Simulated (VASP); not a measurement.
Input of a VASP 6.6.1 run:

File POSCAR:

```
PbC2Se2
1.0
    9.1924239700      0.0427982800      0.0551403400
   -4.5591422100      8.2351173400     -0.0932210200
    0.0243431800     -0.0334671600      4.1435153400
Pb C Se
3 6 6
Direct
    0.4995280000      0.5000210000      0.5001660000
    0.9991690000      0.4995060000      0.5042120000
    0.4970930000      0.9983700000      0.5078000000
    0.9105660000      0.8228270000      0.0001120000
    0.0848120000      0.9102950000      0.0031640000
    0.1743460000      0.0888150000      0.0002110000
    0.0872580000      0.1769340000      0.9958040000
    0.9120180000      0.0909730000      0.9956180000
    0.8249330000      0.9167430000      0.0050270000
    0.7957690000      0.5950250000      0.9953700000
    0.2068560000      0.7957560000      0.0035040000
    0.4077560000      0.2031290000      0.9921440000
    0.2063740000      0.4129890000      0.0097540000
    0.7976310000      0.2054290000      0.9983390000
    0.5924830000      0.7939810000      0.9991740000
```

The input INCAR.step1:

```
SYSTEM = PbC2Se2
PREC = Accurate ; ENCUT = 520
ISMEAR = -1 ; SIGMA = 0.1
LREAL = Auto ; LASPH = .True.
NELM = 100 ; NBANDS = 64
GGA = PE ; ALGO = Normal
EDIFF = 1E-4 ; LWAVE = .True.
LCHARG = .False.
```

INCAR.step2

```
SYSTEM = PbC2Se2
PREC = Accurate ; ENCUT = 520
EDIFF = 1E-7 ; ISMEAR = -1
SIGMA = 0.1 ; LREAL = Auto
LASPH = .True. ; NELM = 100
ALGO = Normal ; ISIF = 2
LWAVE = .False. ; LCHARG = .False.
METAGGA = R2SCAN ; LMIXTAU = .True.
NBANDS = 64 ; ISTART = 1
```

KPOINTS

```
Automatic mesh
0
Gamma
  3 2 4
  0.5 0 0
```

Potentials or basis: VASP PAW PBE potentials, release 64 (Pb_d, C, Se).

Launch:

```sh
$ cat potpaw_PBE.64/Pb_d/POTCAR potpaw_PBE.64/C/POTCAR potpaw_PBE.64/Se/POTCAR > POTCAR
$ cp INCAR.step1 INCAR
$ mpirun -np 1 vasp_std > vasp.out
$ cp INCAR.step2 INCAR
$ mpirun -np 1 vasp_std > vasp.out
```

(1) Predict the pressure.

(2) Estimate the largest force.

(3) Estimate the band gap on the k mesh.

Results:

(1) 0.3 GPa.

(2) 2.232 eV/Å.

(3) 0.87 eV, indirect (least direct gap 1.21 eV).

Caveat: the PAW data sets were made with another functional, which shifts forces and pressure a little; spin-orbit coupling is left out, which as a rule narrows the gap of such compounds by several tenths of an eV.
